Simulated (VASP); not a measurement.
# N on Ru(0001): which site?, part 5 of 6

Where does N sit on Ru(0001), and how strongly does it bind?

VASP 6.6.1, plane waves and PAW; the level of theory is named at each step.

So far. Step 8 (Potential and states with the adsorbate, site ontop): The vacuum level lies 5.54 eV above the Fermi level at the upper face; the two faces differ by 0.76 eV, the step that the slab's dipole of 0.108 e·Å makes.

## (9) Relaxing the adsorbate, site bridge

Level of this step: RPBE, no spin polarisation; plane waves and PAW (Ru, N) (VASP).

Input file INCAR:

```
SYSTEM = Ru12N
PREC = Normal
ENCUT = 440
EDIFF = 1E-05
NELM = 120
ISMEAR = 1
SIGMA = 0.15
LREAL = Auto
ALGO = Fast
GGA = RP
NBANDS = 63
LASPH = .TRUE.
LORBIT = 11
LWAVE = .FALSE.
LCHARG = .FALSE.
KPAR = 4
IBRION = 2
NSW = 50
ISIF = 2
EDIFFG = -0.03
POTIM = 0.4
MAXMIX = 40
IDIPOL = 3
LDIPOL = .TRUE.
DIPOL = 0.5 0.5 0.51
```

Input file POSCAR:

```
Ru12N
1.0
    5.4587389580      0.0000000000      0.0000000000
    2.7293694790      4.7274066103      0.0000000000
    0.0000000000      0.0000000000     19.2935003939
Ru N
12 1
Selective dynamics
Direct
    0.0000000000      0.0000000000      0.3887319500  F F F
    0.5000000000      0.0000000000      0.3887319500  F F F
    0.0000000000      0.5000000000      0.3887319500  F F F
    0.5000000000      0.5000000000      0.3887319500  F F F
    0.8333333300      0.3333333300      0.4962060100  T T T
    0.3333333300      0.3333333300      0.4962060100  T T T
    0.8333333300      0.8333333300      0.4962060100  T T T
    0.3333333300      0.8333333300      0.4962060100  T T T
    0.0000000000      0.0000000000      0.6035958400  T T T
    0.5000000000      0.0000000000      0.6035958400  T T T
    0.0000000000      0.5000000000      0.6035958400  T T T
    0.5000000000      0.5000000000      0.6035958400  T T T
    0.2500000000      0.0000000000      0.6761591300  T T T
```

Input file KPOINTS:

```
Automatic mesh
0
Gamma
6 6 1
0 0 0
```

The projector-augmented-wave data sets are Ru and N (PBE family, release 64).

Run with:

```sh
> mpirun -np 4 vasp_std
```

The program printed:

```text
[... set-up lines as in an earlier step ...]
 entering main loop
       N       E                     dE             d eps       ncg     rms          rms(c)
DAV:   1     0.598555927772E+03    0.59856E+03   -0.39239E+04  1646   0.117E+03
DAV:   2    -0.528236298334E+02   -0.65138E+03   -0.61116E+03  1830   0.267E+02
DAV:   3    -0.109381096998E+03   -0.56557E+02   -0.53785E+02  2616   0.684E+01
DAV:   4    -0.112543779464E+03   -0.31627E+01   -0.30753E+01  2220   0.152E+01
[...]
RMM:  29    -0.103473750032E+03   -0.22343E-04   -0.11524E-06   578   0.368E-03    0.233E-03
RMM:  30    -0.103473764597E+03   -0.14565E-04   -0.76624E-07   504   0.320E-03    0.114E-03
RMM:  31    -0.103473769325E+03   -0.47287E-05   -0.21196E-07   464   0.295E-03
   1 F= -.10347377E+03 E0= -.10347725E+03  d E =-.103474E+03
[... from here on, the cycles between the ionic steps are left out ...]
   2 F= -.10367836E+03 E0= -.10368158E+03  d E =-.204592E+00
   4 F= -.10376140E+03 E0= -.10376435E+03  d E =-.825456E-01
   7 F= -.10387079E+03 E0= -.10387535E+03  d E =-.741653E-01
  10 F= -.10375179E+03 E0= -.10375409E+03  d E =0.119004E+00
  13 F= -.10411833E+03 E0= -.10412369E+03  d E =-.247540E+00
  16 F= -.10420708E+03 E0= -.10421209E+03  d E =-.887441E-01
  19 F= -.10436463E+03 E0= -.10437247E+03  d E =-.157553E+00
  22 F= -.10442538E+03 E0= -.10443123E+03  d E =-.429839E-01
  25 F= -.10444754E+03 E0= -.10445360E+03  d E =-.221573E-01
  28 F= -.10446750E+03 E0= -.10447378E+03  d E =-.199550E-01
  31 F= -.10447967E+03 E0= -.10448626E+03  d E =-.106476E-01
  34 F= -.10449184E+03 E0= -.10449782E+03  d E =-.118055E-01
  37 F= -.10449733E+03 E0= -.10450336E+03  d E =-.424693E-02
  40 F= -.10449890E+03 E0= -.10450501E+03  d E =-.154253E-02
  43 F= -.10449998E+03 E0= -.10450606E+03  d E =-.936722E-03
  44 F= -.10450013E+03 E0= -.10450621E+03  d E =-.154222E-03
 trial-energy change:   -0.000154  1 .order   -0.000205   -0.000409   -0.000001
 step:   1.7963(harm=  1.7755)  dis= 0.00246  next Energy=  -104.500131 (dE=-0.154E-03)
 reached required accuracy - stopping structural energy minimisation
```

Run time: 28 min. Hardware: 4 MPI ranks of AMD EPYC 7R43, shared host; peak memory 1.9 GiB; 1.5 h of CPU time.

From OUTCAR (step 9):

```text
  Total       -7.3912227     -7.4796569     -0.2913393      0.0000000     -0.1628731      0.0000000
  in kB      -23.7848578    -24.0694377     -0.9375259      0.0000000     -0.5241236      0.0000000
  external PRESSURE =     -16.2639404 kB  Pullay stress =       0.0000000 kB

 POSITION                                       TOTAL-FORCE (eV/Angst)
 -----------------------------------------------------------------------------------
      0.00000      0.00000      7.50000         0.058533     -0.028806      0.108799
      2.72937      0.00000      7.50000        -0.058533     -0.028806      0.108799
      1.36468      2.36370      7.50000        -0.000000      0.004016     -0.366063
      4.09405      2.36370      7.50000        -0.000000      0.074830      0.113009
      5.42427      1.55815      9.60345         0.006658      0.004278      0.004080
      2.76384      1.55815      9.60345        -0.006658      0.004278      0.004080
      6.82342      3.98251      9.60414        -0.000000     -0.002275      0.003763
      4.09405      3.94174      9.51640         0.000000     -0.010056      0.000122
      5.39290      0.04351     11.71687         0.011999     -0.004287      0.016549
      2.79521      0.04351     11.71687        -0.011999     -0.004287      0.016549
      6.82342      2.36738     11.62588         0.000000      0.008841     -0.009340
      4.09405      2.29735     11.71695        -0.000000     -0.013890      0.000179
      4.09405      3.94833     12.77735         0.000000     -0.003836     -0.000525
 -----------------------------------------------------------------------------------
    total drift:                                0.000054      0.035763     -0.094509

  FREE ENERGIE OF THE ION-ELECTRON SYSTEM (eV)
  ---------------------------------------------------
  free  energy   TOTEN  =      -104.5001313156 eV

  energy  without entropy=     -104.5183546900  energy(sigma->0) =     -104.50620577

[... 2 parts as in an earlier step ...]

[... 2 further parts left out ...]
[key lines of the parts left out:]
E-fermi :   1.0460
```

The run keeps the 2 symmetry operations of its start, so it cannot find a distortion of lower symmetry.

The steps of the relaxation (22 of 44):

| step | energy less that of the first step (eV) | largest force (eV/Å) |
| --- | --- | --- |
| 1 | 0.0000 | 1.6682 |
| 3 | -0.2051 | 1.0259 |
| 5 | -0.3229 | 0.8104 |
| 7 | -0.3970 | 0.8768 |
| 9 | -0.6052 | 1.6170 |
| 11 | -0.6283 | 1.7268 |
| 13 | -0.6446 | 1.7897 |
| 15 | -0.7288 | 1.7625 |
| 17 | -0.7778 | 1.4370 |
| 19 | -0.8909 | 0.8679 |
| 21 | -0.9265 | 0.4576 |
| 24 | -0.9734 | 0.3063 |
| 26 | -0.9847 | 0.2182 |
| 28 | -0.9937 | 0.2706 |
| 30 | -1.0037 | 0.1450 |
| 32 | -1.0063 | 0.1833 |
| 34 | -1.0181 | 0.1425 |
| 36 | -1.0193 | 0.2176 |
| 38 | -1.0236 | 0.0971 |
| 40 | -1.0251 | 0.1030 |
| 42 | -1.0261 | 0.0472 |
| 44 | -1.0264 | 0.0209 |

The atoms that moved most (Å):

| atom | dx | dy | dz | length |
| --- | --- | --- | --- | --- |
| N13 | 0.000 | -0.779 | -0.268 | 0.824 |
| Ru10 | 0.066 | 0.044 | 0.071 | 0.106 |
| Ru9 | -0.066 | 0.044 | 0.071 | 0.106 |
| Ru12 | 0.000 | -0.066 | 0.071 | 0.098 |
| Ru8 | 0.000 | 0.002 | -0.057 | 0.057 |
| Ru7 | 0.000 | 0.043 | 0.031 | 0.053 |
| Ru6 | 0.034 | -0.018 | 0.030 | 0.049 |
| Ru5 | -0.034 | -0.018 | 0.030 | 0.049 |

The relaxed structure:

```
Ru N
1.0
     5.45874    0.00000    0.00000
     2.72937    4.72741    0.00000
     0.00000    0.00000   19.29350
Ru N
12 1
Direct
  0.00000 0.00000 0.38873
  0.50000 0.00000 0.38873
  0.00000 0.50000 0.38873
  0.50000 0.50000 0.38873
  0.82889 0.32960 0.49776
  0.34151 0.32960 0.49776
  0.82878 0.84243 0.49779
  0.33310 0.83381 0.49324
  0.98334 0.00920 0.60730
  0.50746 0.00920 0.60730
  0.99961 0.50078 0.60258
  0.50702 0.48596 0.60730
  0.33240 0.83520 0.66226
```

The run ended after 44 ionic steps, 1.026 eV below its first step, once the forces on the free atoms met EDIFFG = -0.03.

## (10) Potential and states with the adsorbate, site bridge

Input file INCAR:

```
SYSTEM = Ru12N
PREC = Normal
ENCUT = 440
EDIFF = 1E-06
NELM = 120
ISMEAR = 1
SIGMA = 0.15
LREAL = Auto
ALGO = Fast
GGA = RP
NBANDS = 63
LASPH = .TRUE.
LORBIT = 11
LWAVE = .FALSE.
LCHARG = .FALSE.
KPAR = 4
IDIPOL = 3
LDIPOL = .TRUE.
DIPOL = 0.5 0.5 0.51
LVHAR = .TRUE.
LVACPOTAV = .TRUE.
NEDOS = 1500
```

Input file POSCAR:

```
Ru12N
1.0
    5.4587389580      0.0000000000      0.0000000000
    2.7293694790      4.7274066103      0.0000000000
    0.0000000000      0.0000000000     19.2935003939
Ru N
12 1
Selective dynamics
Direct
    0.0000000000      0.0000000000      0.3887319500  F F F
    0.5000000000      0.0000000000      0.3887319500  F F F
    0.0000000000      0.5000000000      0.3887319500  F F F
    0.5000000000      0.5000000000      0.3887319500  F F F
    0.8288859099      0.3296003579      0.4977557711  T T T
    0.3415137221      0.3296003579      0.4977557711  T T T
    0.8287845843      0.8424308214      0.4977915190  T T T
    0.3330974719      0.8338050462      0.4932440188  T T T
    0.9833360257      0.0092038086      0.6072962384  T T T
    0.5074601657      0.0092038086      0.6072962384  T T T
    0.9996115193      0.5007769614      0.6025800031  T T T
    0.5070183337      0.4859633326      0.6073003861  T T T
    0.3323998091      0.8352003818      0.6622620205  T T T
```

KPOINTS is that of step 9.

Run with:

```sh
> mpirun -np 4 vasp_std
```

The program printed:

```text
[... set-up lines as in an earlier step ...]
 entering main loop
       N       E                     dE             d eps       ncg     rms          rms(c)
DAV:   1     0.601423617178E+03    0.60142E+03   -0.39247E+04  1646   0.117E+03
DAV:   2    -0.536690522936E+02   -0.65509E+03   -0.61427E+03  1845   0.268E+02
DAV:   3    -0.110614449114E+03   -0.56945E+02   -0.54143E+02  2592   0.698E+01
DAV:   4    -0.113741202942E+03   -0.31268E+01   -0.30571E+01  2156   0.159E+01
[...]
RMM:  30    -0.104500137862E+03   -0.54275E-05   -0.73252E-07  1079   0.219E-03    0.125E-03
RMM:  31    -0.104500140935E+03   -0.30731E-05   -0.57752E-07   990   0.172E-03    0.644E-04
RMM:  32    -0.104500141209E+03   -0.27350E-06   -0.16193E-07   650   0.105E-03
 [... a notice as in an earlier step ...]

   1 F= -.10450014E+03 E0= -.10450621E+03  d E =0.182195E-01
```

Elapsed: 2.1 min, on 4 MPI ranks; peak memory 1.5 GiB.

OUTCAR, selected parts (step 10):

```text
  Total       -7.3759724     -7.4693924     -0.2743676      0.0000000     -0.1683498      0.0000000
  in kB      -23.7357824    -24.0364067     -0.8829114      0.0000000     -0.5417475      0.0000000
  external PRESSURE =     -16.2183668 kB  Pullay stress =       0.0000000 kB

 POSITION                                       TOTAL-FORCE (eV/Angst)
 -----------------------------------------------------------------------------------
      0.00000      0.00000      7.50000         0.058518     -0.028004      0.108509
      2.72937      0.00000      7.50000        -0.058518     -0.028004      0.108509
      1.36468      2.36370      7.50000        -0.000000      0.004639     -0.366455
      4.09405      2.36370      7.50000         0.000000      0.075392      0.112568
      5.42427      1.55815      9.60345         0.004762      0.004752      0.005028
      2.76384      1.55815      9.60345        -0.004762      0.004752      0.005028
      6.82342      3.98251      9.60414         0.000000     -0.002601      0.005278
      4.09405      3.94174      9.51640         0.000000     -0.011282     -0.001851
      5.39290      0.04351     11.71687         0.010412     -0.003972      0.014728
      2.79521      0.04351     11.71687        -0.010412     -0.003972      0.014728
      6.82342      2.36738     11.62588         0.000000      0.009224     -0.007292
      4.09405      2.29735     11.71695        -0.000000     -0.012973      0.002950
      4.09405      3.94833     12.77735         0.000000     -0.007951     -0.001729
 -----------------------------------------------------------------------------------
    total drift:                                0.000048      0.026202     -0.087460

  FREE ENERGIE OF THE ION-ELECTRON SYSTEM (eV)
  ---------------------------------------------------
  free  energy   TOTEN  =      -104.5001412088 eV

  energy  without entropy=     -104.5183606765  energy(sigma->0) =     -104.50621436

[... 2 parts as in an earlier step ...]

[... 1 further part left out ...]
[key lines of the parts left out:]
E-fermi :   1.0472
```

Zero at the Fermi level. Planar average of the electrostatic potential against height:

| height (Å) | planar average of the electrostatic potential (eV) |
| --- | --- |
| 0.0 | 5.13 |
| 0.5 | 4.74 |
| 1.0 | 4.73 |
| 1.5 | 4.73 |
| 2.0 | 4.73 |
| 2.5 | 4.73 |
| 3.0 | 4.73 |
| 3.5 | 4.73 |
| 4.0 | 4.72 |
| 4.5 | 4.69 |
| 5.0 | 4.61 |
| 5.5 | 4.33 |
| 6.0 | 3.34 |
| 6.5 | -0.459 |
| 7.0 | -13.5 |
| 7.5 | -21.1 |
| 8.0 | -13.8 |
| 8.5 | -2.74 |
| 9.0 | -12.0 |
| 9.5 | -21.5 |
| 10.0 | -16.3 |
| 10.5 | -3.57 |
| 11.0 | -8.59 |
| 11.5 | -20.2 |
| 12.0 | -18.6 |
| 12.5 | -7.12 |
| 13.0 | 0.309 |
| 13.5 | 4.06 |
| 14.0 | 4.95 |
| 14.5 | 5.14 |
| 15.0 | 5.19 |
| 15.5 | 5.20 |
| 16.0 | 5.20 |
| 16.5 | 5.20 |
| 17.0 | 5.20 |
| 17.5 | 5.20 |
| 18.0 | 5.20 |
| 18.5 | 5.20 |
| 19.0 | 5.20 |

The adsorbate has slid 0.78 Å off the bridge site, so these numbers belong to another place.

The map of layer states is cut here 0.5 eV above the Fermi level, so it leaves out the states above that.

At the end the adsorbate's closest contact with the slab is N-Ru at 1.96 Å, 1.65 Å to the side of the slab's atom, and its lowest atom lies 1.06 Å above the highest atom of the slab.

The vacuum level lies 5.20 eV above the Fermi level at the upper face; the two faces differ by 0.47 eV, the step that the slab's dipole of 0.067 e·Å makes.

VASP counts the dipole in electrons times Å, so a positive number points the physical dipole along −c.

The program found no field-free point at its default tolerance, but its printed level agrees with the flat part of the planar average.

On this mesh the fine structure of the density of states is sampling noise, and high empty states may be cut by the number of bands.

## (11) Relaxing the adsorbate, site fcc

Input file INCAR:

```
SYSTEM = Ru12N
PREC = Normal
ENCUT = 440
EDIFF = 1E-05
NELM = 120
ISMEAR = 1
SIGMA = 0.15
LREAL = Auto
ALGO = Fast
GGA = RP
NBANDS = 63
LASPH = .TRUE.
LORBIT = 11
LWAVE = .FALSE.
LCHARG = .FALSE.
KPAR = 4
IBRION = 2
NSW = 50
ISIF = 2
EDIFFG = -0.03
POTIM = 0.4
MAXMIX = 40
IDIPOL = 3
LDIPOL = .TRUE.
DIPOL = 0.5 0.5 0.509
```

Input file POSCAR:

```
Ru12N
1.0
    5.4587389580      0.0000000000      0.0000000000
    2.7293694790      4.7274066103      0.0000000000
    0.0000000000      0.0000000000     19.2935003939
Ru N
12 1
Selective dynamics
Direct
    0.0000000000      0.0000000000      0.3887319500  F F F
    0.5000000000      0.0000000000      0.3887319500  F F F
    0.0000000000      0.5000000000      0.3887319500  F F F
    0.5000000000      0.5000000000      0.3887319500  F F F
    0.8333333300      0.3333333300      0.4962060100  T T T
    0.3333333300      0.3333333300      0.4962060100  T T T
    0.8333333300      0.8333333300      0.4962060100  T T T
    0.3333333300      0.8333333300      0.4962060100  T T T
    0.0000000000      0.0000000000      0.6035958400  T T T
    0.5000000000      0.0000000000      0.6035958400  T T T
    0.0000000000      0.5000000000      0.6035958400  T T T
    0.5000000000      0.5000000000      0.6035958400  T T T
    0.1666666700      0.1666666700      0.6632014000  T T T
```

KPOINTS is that of step 10.

Run with:

```sh
> mpirun -np 4 vasp_std
```

The program printed:

```text
[... set-up lines as in an earlier step ...]
 entering main loop
       N       E                     dE             d eps       ncg     rms          rms(c)
DAV:   1     0.604970135603E+03    0.60497E+03   -0.39229E+04   882   0.117E+03
DAV:   2    -0.517682730783E+02   -0.65674E+03   -0.61870E+03   985   0.269E+02
DAV:   3    -0.109419362786E+03   -0.57651E+02   -0.54791E+02  1366   0.700E+01
DAV:   4    -0.113027272731E+03   -0.36079E+01   -0.35096E+01  1189   0.163E+01
[...]
RMM:  26    -0.103752209516E+03   -0.43782E-04   -0.43673E-06   400   0.493E-03    0.198E-03
RMM:  27    -0.103752224420E+03   -0.14904E-04   -0.21154E-06   359   0.406E-03    0.131E-03
RMM:  28    -0.103752230997E+03   -0.65768E-05   -0.11936E-06   291   0.342E-03
   1 F= -.10375223E+03 E0= -.10376013E+03  d E =-.103752E+03
[... from here on, the cycles between the ionic steps are left out ...]
   2 F= -.10387694E+03 E0= -.10388783E+03  d E =-.124711E+00
   3 F= -.10388369E+03 E0= -.10389544E+03  d E =-.131462E+00
   4 F= -.10389470E+03 E0= -.10390644E+03  d E =-.110122E-01
   5 F= -.10390402E+03 E0= -.10391574E+03  d E =-.203293E-01
   6 F= -.10390415E+03 E0= -.10391585E+03  d E =-.204584E-01
   7 F= -.10390778E+03 E0= -.10391926E+03  d E =-.363072E-02
   8 F= -.10390760E+03 E0= -.10391899E+03  d E =-.345251E-02
   9 F= -.10390781E+03 E0= -.10391925E+03  d E =-.365638E-02
  10 F= -.10390779E+03 E0= -.10391922E+03  d E =-.363832E-02
  11 F= -.10390803E+03 E0= -.10391961E+03  d E =-.236717E-03
 trial-energy change:   -0.000237  1 .order   -0.000396   -0.000894    0.000102
 step:   1.1014(harm=  1.4255)  dis= 0.00247  next Energy=  -103.908046 (dE=-0.257E-03)
 reached required accuracy - stopping structural energy minimisation
```

Elapsed: 3.8 min, on 4 MPI ranks; peak memory 1.4 GiB.

Parts of OUTCAR (step 11):

```text
  Total       -8.2361781     -8.2361781     -0.1380580      0.0000000      0.0000000      0.0000000
  in kB      -26.5039130    -26.5039130     -0.4442688      0.0000000      0.0000000      0.0000000
  external PRESSURE =     -17.8173649 kB  Pullay stress =       0.0000000 kB

 POSITION                                       TOTAL-FORCE (eV/Angst)
 -----------------------------------------------------------------------------------
      0.00000      0.00000      7.50000         0.180588      0.104263     -0.118334
      2.72937      0.00000      7.50000        -0.180588      0.104263     -0.118334
      1.36468      2.36370      7.50000        -0.000000     -0.208525     -0.118334
      4.09405      2.36370      7.50000         0.000000     -0.000000      0.312757
      5.47467      1.56660      9.57002        -0.002124      0.001226      0.012285
      2.71343      1.56660      9.57002         0.002124      0.001226      0.012285
      6.82342      3.93951      9.52845         0.000000     -0.000000     -0.019839
      4.09405      3.95791      9.57002         0.000000     -0.002452      0.012285
      8.15607      4.70891     11.72249        -0.011272     -0.006508     -0.008801
      5.49077      4.70891     11.72249         0.011272     -0.006508     -0.008801
      6.82342      2.40069     11.72249         0.000000      0.013016     -0.008801
      4.09405      2.36370     11.62645         0.000000     -0.000000      0.028356
      1.36468      0.78790     12.84846         0.000000     -0.000000      0.023274
 -----------------------------------------------------------------------------------
    total drift:                                0.000131      0.000076     -0.119238

  FREE ENERGIE OF THE ION-ELECTRON SYSTEM (eV)
  ---------------------------------------------------
  free  energy   TOTEN  =      -103.9080262445 eV

  energy  without entropy=     -103.9427816998  energy(sigma->0) =     -103.91961140

[... 3 parts as in an earlier step ...]

[... 1 further part left out ...]
[key lines of the parts left out:]
E-fermi :   1.0351
```

Step by step:

```csv
step,energy less that of the first step (eV),largest force (eV/Å)
1,0.0000,1.4261
2,-0.1247,0.3214
3,-0.1315,0.2596
4,-0.1425,0.1771
5,-0.1518,0.2273
6,-0.1519,0.2385
7,-0.1556,0.0445
8,-0.1554,0.0795
9,-0.1556,0.0562
10,-0.1556,0.0657
11,-0.1558,0.0284
```

The atoms that moved most (Å):

```
atom      dx      dy      dz  length
Ru10   0.032  -0.018   0.077   0.085
 Ru9  -0.032  -0.018   0.077   0.085
Ru11   0.000   0.037   0.077   0.085
 N13   0.000   0.000   0.053   0.053
 Ru7   0.000   0.000  -0.045   0.045
Ru12   0.000   0.000  -0.019   0.019
 Ru5   0.016  -0.009  -0.004   0.019
 Ru6  -0.016  -0.009  -0.004   0.019
```

Final coordinates:

```xyz
13
Lattice="5.4587 0.0000 0.0000 2.7294 4.7274 0.0000 0.0000 0.0000 19.2935" Properties=species:S:1:pos:R:3
Ru    0.0000    0.0000    7.5000
Ru    2.7294    0.0000    7.5000
Ru    1.3647    2.3637    7.5000
Ru    4.0941    2.3637    7.5000
Ru    5.4747    1.5666    9.5700
Ru    2.7134    1.5666    9.5700
Ru    6.8234    3.9395    9.5285
Ru    4.0941    3.9579    9.5700
Ru   -0.0320   -0.0185   11.7225
Ru    2.7614   -0.0185   11.7225
Ru    1.3647    2.4007   11.7225
Ru    4.0941    2.3637   11.6264
N     1.3647    0.7879   12.8485
```

The run ended after 11 ionic steps, 0.156 eV below its first step, once the forces on the free atoms met EDIFFG = -0.03.

(Part 5 of 6 ends here.)

[Lines on the potential files, build, host, timing and source positions are cut from VASP's logs without a mark.]

[Logs are printed without paths, hosts, clocks, repeated set-up lines and the standing remarks that a program may print on its own settings, such as how far it seeks lower states.]

[Hosts, paths, dates, database ids (printed as entryN), source tags and the programs' standing remarks are cut or masked in the printed files.]

[Runs that stopped without an error message from VASP are left out.]
